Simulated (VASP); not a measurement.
A run of VASP 6.6.1:

INCAR

```
  PREC = Accurate
  ENCUT = 520
  EDIFF = 1E-7
  ISMEAR = -1
  SIGMA = 0.05
  LREAL = False
  LASPH = True
  NELM = 60
  ALGO = Normal
  ISIF = 2
  LWAVE = False
  LCHARG = False
  GGA = CA
  LEFG = True
```

The input KPOINTS:

```
regular mesh
0
Gamma
  12 12 10
```

The input POSCAR:

```
TiB2
1.0
    3.0292000000      0.0000000000      0.0000000000
   -1.5146000000      2.6233641531      0.0000000000
    0.0000000000      0.0000000000      3.2284000000
Ti B
1 2
Direct
    0.0000000000      0.0000000000      0.0000000000
    0.3333333333      0.6666666667      0.5000000000
    0.6666666667      0.3333333333      0.5000000000
```

Potentials or basis: VASP PAW LDA potentials, release 64 (Ti_sv, B).

Run with:

```console
$ cat potpaw_LDA.64/Ti_sv/POTCAR potpaw_LDA.64/B/POTCAR > POTCAR
$ mpirun -np 1 vasp_std > vasp.out
```

Hardware: 1 thread of Intel(R) Xeon(R) 6975P-C (Granite Rapids) (shared host).

Q: Estimate the wall time of this run.

A: It took 11 s on 1 thread of Intel(R) Xeon(R) 6975P-C (Granite Rapids), with other jobs on the host, peak memory 0.16 GiB. Counts: scf iterations 15, k points 114.
